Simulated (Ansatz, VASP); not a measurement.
## Li16Zn8Cl31 (V_Cl): VASP beside Ansatz

Aim: how closely do two programs agree when they are given the same cell, functional and k mesh? The cell is taken from a series of runs on this material, whose earlier steps may have relaxed, scaled, displaced or heated it; both programs get it as it stands.

Calculated with Ansatz 0.2.0; plane waves, with VASP 6.6.1 beside it; single point at PBEsol.

**1. Set-up**

The cell holds 55 atoms: 16 Li, 8 Zn and 31 Cl. Its edges and angles: a = 10.231 Å, b = 10.231 Å, c = 10.231 Å, α = 90.0°, β = 90.0°, γ = 90.0°. It derives from Li2ZnCl4 (Li2ZnCl4 (Fd-3m)). Nearest the centre at fractional (0.378, 0.622, 0.622): Zn22 at 2.08 Å, Li6 at 2.75 Å, Li1 at 2.75 Å, Li12 at 2.75 Å, Cl32 at 3.45 Å, Cl55 at 3.45 Å, Cl50 at 3.46 Å, Cl45 at 3.56 Å.

**2. Ansatz: single point, PBEsol**

Ansatz runs on its default PAW (the set named soft_2) files.

With cell and atoms fixed, the geometry can't cause a difference; cores, projectors, grids and the points listed under the comparison can.

input.yaml reads:

```yaml
crystal:
  lattice:
    - [10.2311792, 0.0, 0.0]
    - [0.0, 10.2311792, 0.0]
    - [0.0, 0.0, 10.2311792]
  atoms:
    - { symbol: Li, position: [0.37809332423, 0.35265086698, 0.62271078025] }
    - { symbol: Li, position: [0.37188005388, 0.87764655359, 0.12185073429] }
    - { symbol: Li, position: [0.87502921063, 0.37565526835, 0.12552153323] }
    - { symbol: Li, position: [0.87899856809, 0.87763535338, 0.62891533918] }
    - { symbol: Li, position: [0.3718384055, 0.12128636761, 0.87803274453] }
    - { symbol: Li, position: [0.37799710689, 0.62225748549, 0.3532427439] }
    - { symbol: Li, position: [0.87509024143, 0.12515730036, 0.3759800042] }
    - { symbol: Li, position: [0.87914475633, 0.62842948536, 0.87789042826] }
    - { symbol: Li, position: [0.12261712638, 0.12131588523, 0.62880088739] }
    - { symbol: Li, position: [0.12258518675, 0.62846469899, 0.12171703534] }
    - { symbol: Li, position: [0.62461130467, 0.12502746302, 0.12566031382] }
    - { symbol: Li, position: [0.6474361033, 0.62210849871, 0.62278917724] }
    - { symbol: Li, position: [0.12411184525, 0.38152066266, 0.87672366028] }
    - { symbol: Li, position: [0.124031884, 0.87611864249, 0.38205408773] }
    - { symbol: Li, position: [0.62463657944, 0.37549434851, 0.37603111045] }
    - { symbol: Li, position: [0.61874109775, 0.87603928351, 0.87682549329] }
    - { symbol: Zn, position: [-0.00037361219, 0.00060203211, 0.00115115523] }
    - { symbol: Zn, position: [0.00524453552, 0.49902741243, 0.49956034927] }
    - { symbol: Zn, position: [0.50117728666, -0.00503179612, 0.49964794348] }
    - { symbol: Zn, position: [0.50114534304, 0.49910016855, -0.00447706834] }
    - { symbol: Zn, position: [0.24870157176, 0.25227036756, 0.25266987598] }
    - { symbol: Zn, position: [0.26157022644, 0.73888409364, 0.7392584302] }
    - { symbol: Zn, position: [0.74801010299, 0.25212763672, 0.7520837033] }
    - { symbol: Zn, position: [0.74802429465, 0.7514282021, 0.25281290503] }
    - { symbol: Cl, position: [0.37768945326, 0.12459711389, 0.12501480644] }
    - { symbol: Cl, position: [0.87564450075, 0.12455645905, 0.62298242756] }
    - { symbol: Cl, position: [0.8756354239, 0.62252977725, 0.12502094795] }
    - { symbol: Cl, position: [0.37137009126, 0.37332598336, 0.86680796848] }
    - { symbol: Cl, position: [0.37132988032, 0.86632974685, 0.37383720885] }
    - { symbol: Cl, position: [0.87138869774, 0.37359667352, 0.37404208373] }
    - { symbol: Cl, position: [0.8686672644, 0.8736547717, 0.87420725858] }
    - { symbol: Cl, position: [0.37750680723, 0.38270085409, 0.38323529977] }
    - { symbol: Cl, position: [0.37911694674, 0.88184351411, 0.88240162509] }
    - { symbol: Cl, position: [0.87632697791, 0.38090005827, 0.87902130868] }
    - { symbol: Cl, position: [0.87630467589, 0.87868722439, 0.38129231429] }
    - { symbol: Cl, position: [0.37139601902, 0.12105974115, 0.62933553944] }
    - { symbol: Cl, position: [0.37143327027, 0.6288545072, 0.12159454203] }
    - { symbol: Cl, position: [0.87063961474, 0.12963479045, 0.13003179398] }
    - { symbol: Cl, position: [0.87912869186, 0.62884691415, 0.62920402267] }
    - { symbol: Cl, position: [0.1339550306, 0.37332691916, 0.62940071564] }
    - { symbol: Cl, position: [0.12657865691, 0.8736787835, 0.13210242474] }
    - { symbol: Cl, position: [0.6266091517, 0.37357102065, 0.12936014893] }
    - { symbol: Cl, position: [0.62694704316, 0.86630430987, 0.62943518148] }
    - { symbol: Cl, position: [0.12653497147, 0.13155481271, 0.87415233763] }
    - { symbol: Cl, position: [0.13392712072, 0.62887536569, 0.37380628051] }
    - { symbol: Cl, position: [0.62660169295, 0.12880609846, 0.37409016567] }
    - { symbol: Cl, position: [0.62696210526, 0.62884159405, 0.86680090568] }
    - { symbol: Cl, position: [0.12159630852, 0.38087548717, 0.12438404773] }
    - { symbol: Cl, position: [0.11844998159, 0.88183795741, 0.62164430186] }
    - { symbol: Cl, position: [0.61757612116, 0.382581004, 0.6231274747] }
    - { symbol: Cl, position: [0.61942591037, 0.87859999905, 0.12448370938] }
    - { symbol: Cl, position: [0.12158466713, 0.12391325813, 0.38125961377] }
    - { symbol: Cl, position: [0.11852822906, 0.62117601231, 0.8822387496] }
    - { symbol: Cl, position: [0.61940597884, 0.12384602696, 0.87916056706] }
    - { symbol: Cl, position: [0.61745974676, 0.62266790959, 0.38324414689] }
  host:
    repeats: [1, 1, 1]
    atoms:
      - { symbol: Li, position: [0.375, 0.375, 0.625] }
      - { symbol: Li, position: [0.375, 0.875, 0.125] }
      # ... 54 more atoms of the perfect host
basis:
  ecutwfc: 420
  xc_grid: 2
hamiltonian:
  xc: pbesol
kpoints:
  mp_grid: { grid: [1, 1, 1] }
magnetization:
  spin_polarized: true
  initial_magnetization: 1
  spin_locking: { lock_magnetization: hard }
scf:
  occupations: { method: fermi_dirac, width: 0.01 }
  max_iter: 60
  n_extra_bands: 121
output:
  optics:
    e_range: [0.0, 8.0]
    de: 0.025
    sigma: 0.2
    kdotp_interpolation: "off"
    nscf_kmesh: { grid: [2, 2, 2] }
checkpoint:
  read: "../q0_M1.relax_smeared.run"
```

Started as:

```
> ansatz run input.yaml --threads 4 --pin off --max-ram 7536MiB --backend cpu --events-out ev --progress --plain --runs-dir out
```

Numbers of over 12 decimals in the logs are rounded to 6 here.

The log of the run:

```text
scf.n_extra_bands = 121 over 181 filled bands (N_el = 361.0): the run solves 302 bands
Engine: ansatz 0.2.0, x86_64-unknown-linux-gnu
Pseudopotentials: kind: paw
Pseudopotential: Li, paw, valence charge 3, recommended cutoff 420 eV (normal), Li.paw.azcp
Pseudopotential: Zn, paw, valence charge 12, recommended cutoff 420 eV (normal), Zn.paw.azcp
Pseudopotential: Cl, paw, valence charge 7, recommended cutoff 420 eV (normal), Cl.paw.azcp
Functional definition: PBEsol
  exchange = pbesol_x
  correlation = pbesol_c
Crystal: 55 atoms, lattice volume = 1070.969 Å³
Basis set: ecut = 420 eV, 20863 PW (Γ), exchange–correlation on 144×144×144 points (8 copies of the dense FFT grid, shifted against one another)
Bands: 302, of which v1, the nominal top of the filled ones, is band 181 counted from 1 (180 counted from 0)
Symmetry: 1 space group operations
Space group: P1 (ITA 1), of the structure as read, at distance tolerance 1.0e-4 Å
Magnetic group: BNS 1.1 (UNI 1), of the structure as read, at distance tolerance 1.0e-4 Å
k-points: 1
Non-local potential: Li, projectors of the file, l = 0: 3, l = 1: 2, l = 2: 1
Non-local potential: Zn, projectors of the file, l = 0: 2, l = 1: 2, l = 2: 3, l = 3: 1
Non-local potential: Cl, projectors of the file, l = 0: 2, l = 1: 2, l = 2: 2
PAW form: soft (Blöchl's): semilocal exchange-correlation on the pseudo side does not see the compensation charge
PAW frozen core: Zn, regenerated for the run's functional, and the local potential with it (the file was generated under x = pbe(κ = 0.804, μ = 0.219515), c = pbe(β = 0.066725))
PAW frozen core: Cl, regenerated for the run's functional, and the local potential with it (the file was generated under x = pbe(κ = 0.804, μ = 0.219515), c = pbe(β = 0.066725))
PAW one-centre angular grid: Li, 110 points (default); XC on 64 Gauss nodes
PAW one-centre angular grid: Zn, 590 points (default); XC on 64 Gauss nodes
PAW one-centre angular grid: Cl, 110 points (default); XC on 64 Gauss nodes
Initial density: read from a saved state, or passed on in memory by an earlier SCF of this step, an earlier step, the calling program or the single point that the run made first
Starting moments: Σ|m| = 1 μB on 55 of 55 sites; this step starts from the density that it was given
Initial wavefunctions: those read from a saved state, or passed on in memory by an earlier step or the calling program
Functional: x = pbesol(κ = 0.804, μ = 0.123457), c = pbesol(β = 0.046)
iter 1 solved again at ethr=2.64e-12 eV; its pass at ethr=3.10e-3 eV (dr2=9.55e-9 eV) is discarded
SCF iter   1: F=—  HF=-62462.022195 eV  |F-HF|=—  |Δ(HF+E_count)|=         —  Δρ=4.10e-7 (↑4.10e-7 ↓3.66e-7)  dr2=9.36e-9  dr2_m=1.57e-10  M=1.000 μB ∫|m|=1.084 μB  β_m=0.30  ethr=2.64e-12  ⟨swp⟩=13.0  Hψ=3983  notcnv=0  defer=6
preconditioner: auto → Resta (q_TF=auto, 2.276 Å⁻¹)  ε∞=3.1  [insulator: Δε(μ)=1.424 eV  Ē_g=14.073 eV  σ=0.010 eV  W_gap=1.00  n_scr=202 (ndim 8)  ℏωp=20.6 eV  f_vac=0.019  D(μ)=0.00/eV (n_scr^D=0)  ε∞_Penn≈3.1]
spin=Collinear: Resta preconditioning applied to the charge; magnetization (m = ρ↑ − ρ↓) channel mixes plain (no charge-response kernel on spin).
SCF iter   2: F=—  HF=-62462.022195 eV  |F-HF|=—  |Δ(HF+E_count)|=   1.91e-9  Δρ=2.95e-7 (↑2.95e-7 ↓2.48e-7)  dr2=5.87e-9  dr2_m=9.31e-11  M=1.000 μB ∫|m|=1.084 μB  β_m=0.60  ethr=2.59e-12  ⟨swp⟩=2.0  Hψ=830  notcnv=0  defer=7
SCF iter   3: F=—  HF=-62462.022195 eV  |F-HF|=—  |Δ(HF+E_count)|=   4.09e-9  Δρ=1.79e-7 (↑1.79e-7 ↓1.66e-7)  dr2=1.72e-9  dr2_m=8.53e-12  M=1.000 μB ∫|m|=1.084 μB  β_m=0.58  ethr=1.63e-12  ⟨swp⟩=2.0  Hψ=605  notcnv=0  defer=7
SCF iter   4: F=—  HF=-62462.022195 eV  |F-HF|=—  |Δ(HF+E_count)|=  6.55e-10  Δρ=6.66e-8 (↑6.66e-8 ↓6.54e-8)  dr2=1.38e-10  dr2_m=2.35e-12  M=1.000 μB ∫|m|=1.084 μB  β_m=0.79  ethr=1.00e-12  ⟨swp⟩=2.0  Hψ=611  notcnv=0  defer=7
SCF iter   5: F=—  HF=-62462.022195 eV  |F-HF|=—  |Δ(HF+E_count)|=    0.00e0  Δρ=3.68e-8 (↑3.68e-8 ↓3.64e-8)  dr2=3.99e-11  dr2_m=9.56e-14  M=1.000 μB ∫|m|=1.084 μB  β_m=0.68  ethr=1.00e-12  ⟨swp⟩=1.0  Hψ=378  notcnv=0  defer=7
SCF iter   6: F=-62462.022195 eV  HF=-62462.022195 eV  |F-HF|=2.91e-11  |Δ(HF+E_count)|=  1.46e-11  Δρ=1.62e-8 (↑1.62e-8 ↓1.58e-8)  dr2=6.91e-12  dr2_m=4.96e-14  M=1.000 μB ∫|m|=1.084 μB  ethr=1.00e-12  ⟨swp⟩=11.5  Hψ=2605  notcnv=0
SCF 1 converged in 6 iterations: F = -62462.022195 eV  dr2 = 6.91e-12
  greatest PAW one-centre occupation: 1.000 electrons in one spin orbital (limit 2), on the Li atom at site 0 (counted from 0), in its partial waves of l = 0
NSCF: frozen V_eff on 8 k-points
SCF converged after 6 iterations
Magnetization: 1.0000 μB (181.0000 up, 180.0000 down)
Absolute magnetization: 1.0660 μB (∫|ρ↑−ρ↓|, with the PAW one-centre terms)
Spin contamination: 0.0021 ħ² per cell (⟨S²⟩ above its minimum at these occupations)
Per-site moments (μB) at R_I (Å): [(0.00146751, 0.978206), (0.00204077, 1.011178), (0.000254423, 1.038635), (0.00203931, 1.011193), (0.00203138, 1.011170), (0.00147345, 0.978428), (0.000254584, 1.038332), (0.0020381, 1.010915), (0.00203626, 1.011288), (0.0020393, 1.011298), (0.000254886, 1.038674), (0.00147914, 0.978614), (0.000237216, 1.011974), (0.000235875, 1.011720), (0.000132179, 1.041106), (0.000234429, 1.01187 [...]
Free energy (F): -62462.022195 eV
Harris-Foulkes:  -62462.022195 eV  (|F-HF|=2.91e-11)
Internal energy: -62462.022195 eV  (E = F + TS)
E sigma→0 (E₀):  -62462.022195 eV
Fermi energy:    5.217134 (↑ 5.535037, ↓ 3.803642) eV
--- Per-component energies (eV) ---
  E_band       = -2139.459721
  E_kinetic    = 6393.870219
  E_local      = -26575.367142  (includes V_loc(G=0)·N_el)
  E_nonlocal   = 5318.244183
  E_hartree    = 10220.586227
  E_xc         = -4536.832225
  E_vxc        = -4399.211732  (∫ρ·V_xc dr)
  E_paw        = -34564.451793  (= ΣΔE_a)
  E_vpaw       = -3318.167498  (= ΣTr[D̂ρ^β])
  E_aug_tail   = 0.000073  (compensation charges beyond the density's cutoff)
  E_ewald      = -18726.881972
  E_core_change = 8.810235  (= ΣΔE_core)
  E_smearing   = -0.000000  (= −TS)
  E_closure    = 0.000000  (closes the sum)
  Σ components = -62462.022195   (vs F -62462.022195, Δ=0.00e0)
--- Band table (eV) ---
  k-point 0 ↑: bands = [... 177 lower, 1.9540, 1.9798, 1.9799, 4.8232, 6.2469, 6.6490, 7.8771, 7.8774, ... 117 higher]
  k-point 0 ↓: bands = [... 177 lower, 1.9610, 1.9890, 1.9890, 5.6111, 6.2596, 6.8329, 7.8923, 7.8926, ... 117 higher]
```

**3. VASP: single point, PBEsol**

The same cell, functional, mesh and smearing now go to VASP, with its own data sets.

Lines of VASP's logs that name or quote its potential files are left out, and so is its time.

INCAR reads:

```
SYSTEM = Li16Zn8Cl31
PREC = Accurate
ENCUT = 650
EDIFF = 1E-06
NELM = 200
ISMEAR = -1
SIGMA = 0.01
LREAL = Auto
ALGO = Normal
GGA = PS
NBANDS = 224
ISPIN = 2
MAGMOM = 0 0 0 0 0 0 0 0 0 0 0 0 0 0 0 0 0 -0 -0 -0 0 0.19 0 0 0 0 0 0 0 0 0 0 0.04 0 0 0 0 0 0 0 0 0 0 0 0 0 0 0 0.04 0 0 0 0.04 0 0
LORBIT = 11
LWAVE = .FALSE.
LCHARG = .FALSE.
ISIF = 2
NUPDOWN = 1
LASPH = .TRUE.
GGA_COMPAT = .FALSE.
NCORE = 2
```

POSCAR reads:

```
Li16Zn8Cl31
1.0
   10.2311791981      0.0000000000      0.0000000000
    0.0000000000     10.2311791981      0.0000000000
    0.0000000000      0.0000000000     10.2311791981
Li Zn Cl
16 8 31
Direct
    0.3780933242      0.3526508670      0.6227107803
    0.3718800539      0.8776465536      0.1218507343
    0.8750292106      0.3756552684      0.1255215332
    0.8789985681      0.8776353534      0.6289153392
    0.3718384055      0.1212863676      0.8780327445
    0.3779971069      0.6222574855      0.3532427439
    0.8750902414      0.1251573004      0.3759800042
    0.8791447563      0.6284294854      0.8778904283
    0.1226171264      0.1213158852      0.6288008874
    0.1225851867      0.6284646990      0.1217170353
    0.6246113047      0.1250274630      0.1256603138
    0.6474361033      0.6221084987      0.6227891772
    0.1241118453      0.3815206627      0.8767236603
    0.1240318840      0.8761186425      0.3820540877
    0.6246365794      0.3754943485      0.3760311104
    0.6187410978      0.8760392835      0.8768254933
    0.9996263878      0.0006020321      0.0011511552
    0.0052445355      0.4990274124      0.4995603493
    0.5011772867      0.9949682039      0.4996479435
    0.5011453430      0.4991001685      0.9955229317
    0.2487015718      0.2522703676      0.2526698760
    0.2615702264      0.7388840936      0.7392584302
    0.7480101030      0.2521276367      0.7520837033
    0.7480242947      0.7514282021      0.2528129050
    0.3776894533      0.1245971139      0.1250148064
    0.8756445007      0.1245564590      0.6229824276
    0.8756354239      0.6225297773      0.1250209479
    0.3713700913      0.3733259834      0.8668079685
    0.3713298803      0.8663297469      0.3738372089
    0.8713886977      0.3735966735      0.3740420837
    0.8686672644      0.8736547717      0.8742072586
    0.3775068072      0.3827008541      0.3832352998
    0.3791169467      0.8818435141      0.8824016251
    0.8763269779      0.3809000583      0.8790213087
    0.8763046759      0.8786872244      0.3812923143
    0.3713960190      0.1210597411      0.6293355394
    0.3714332703      0.6288545072      0.1215945420
    0.8706396147      0.1296347904      0.1300317940
    0.8791286919      0.6288469141      0.6292040227
    0.1339550306      0.3733269192      0.6294007156
    0.1265786569      0.8736787835      0.1321024247
    0.6266091517      0.3735710207      0.1293601489
    0.6269470432      0.8663043099      0.6294351815
    0.1265349715      0.1315548127      0.8741523376
    0.1339271207      0.6288753657      0.3738062805
    0.6266016929      0.1288060985      0.3740901657
    0.6269621053      0.6288415940      0.8668009057
    0.1215963085      0.3808754872      0.1243840477
    0.1184499816      0.8818379574      0.6216443019
    0.6175761212      0.3825810040      0.6231274747
    0.6194259104      0.8785999990      0.1244837094
    0.1215846671      0.1239132581      0.3812596138
    0.1185282291      0.6211760123      0.8822387496
    0.6194059788      0.1238460270      0.8791605671
    0.6174597468      0.6226679096      0.3832441469
```

KPOINTS reads:

```
Automatic mesh
0
Gamma
1 1 1
0 0 0
```

Potentials, in the order of the species: Li_sv, Zn and Cl (PBE family, release 64).

Started as:

```
> mpirun -np 8 vasp_gam
```

The log of the run:

```text
[banner, memory and clock lines left out]
running    8 mpi-ranks, on    1 nodes
[...]
|                                                                             |
|               ----> ADVICE to this user running VASP <----                  |
|                                                                             |
|     You enforced a specific xc type in the INCAR file but a different       |
|     [... a line on the potential file left out ...]
|     I HOPE YOU KNOW WHAT YOU ARE DOING!                                     |
|                                                                             |

 LDA part: xc-table for (Slater+PW92), standard interpolation
 POSCAR, INCAR and KPOINTS ok, starting setup
[...]
entering main loop
       N       E                     dE             d eps       ncg     rms          rms(c)
DAV:   1     0.585457718307E+04    0.58546E+04   -0.18145E+05   896   0.218E+03
DAV:   2     0.106062270721E+04   -0.47940E+04   -0.46291E+04   968   0.584E+02
DAV:   3    -0.600742175693E+02   -0.11207E+04   -0.10756E+04  1064   0.239E+02
DAV:   4    -0.183624025852E+03   -0.12355E+03   -0.12274E+03  1136   0.817E+01
[...]
DAV:  16    -0.187740574092E+03   -0.89912E-05   -0.20478E-05  1008   0.212E-02    0.773E-03
DAV:  17    -0.187740574812E+03   -0.72020E-06   -0.11374E-05  1080   0.114E-02    0.453E-03
DAV:  18    -0.187740574629E+03    0.18287E-06   -0.17898E-06   728   0.669E-03
   1 F= -.18774057E+03 E0= -.18774057E+03  d E =-.164507E-15  mag=     1.0000
```

Parts of OUTCAR (step 3):

```text
  FREE ENERGIE OF THE ION-ELECTRON SYSTEM (eV)
  ---------------------------------------------------
  free  energy   TOTEN  =      -187.7405746294 eV

  energy  without entropy=     -187.7405746294  energy(sigma->0) =     -187.74057463

 magnetization (x)
# of ion       s       p       d       tot
------------------------------------------
    1        0.000   0.000   0.000   0.001
    2        0.001   0.000   0.000   0.001
    3        0.000   0.000   0.000   0.000
    4        0.001   0.000   0.000   0.001
    5        0.001   0.000   0.000   0.001
    6        0.000   0.000   0.000   0.001
    7        0.000   0.000   0.000   0.000
    8        0.001   0.000   0.000   0.001
    9        0.001   0.000   0.000   0.001
   10        0.001   0.000   0.000   0.001
   11        0.000   0.000   0.000   0.000
   12        0.000   0.000   0.000   0.001
   13        0.000   0.000   0.000   0.000
[...]
--------------------------------------------------
tot          0.286   0.158  -0.007   0.437

[... 1 further part left out ...]
```

The PAW data sets were made with PBE, which is usual practice but a small mismatch for other functionals.

**4. Comparison**

Known differences besides the potentials themselves: VASP starts from the moments at which Ansatz ended; the cutoff is 420 eV in Ansatz and 650 eV in VASP (PREC = Accurate, projectors in real space); Ansatz makes its cores anew for this functional, VASP keeps those of its PBE data sets; site moments are counted in spheres of each program's own size. Total energies have different zeros and are not compared.

The two programs side by side:

| quantity | Ansatz | VASP | difference |
| --- | --- | --- | --- |
| total moment, fixed by the input (μB) | 1.00 | 1.00 | 0.00 |
| moment on Zn22 (μB) | 0.19 | 0.27 | -0.08 |

**5. Outcome**

```
difference in moment on Zn22 (single point, PBEsol) : -0.081 μB
```

In words: The difference in moment on Zn22 is -0.081 μB (single point, PBEsol). Such differences can come from data sets, numerical settings and the points named under the comparisons, not from the functional's error against experiment.

[Lines on the potential files, build, host, timing and source positions are cut from VASP's logs without a mark.]

[Logs are printed without paths, hosts, clocks, repeated set-up lines and the standing remarks that a program may print on its own settings, such as how far it seeks lower states.]

[Hosts, paths, dates, database ids (printed as entryN), source tags and the programs' standing remarks are cut or masked in the printed files.]
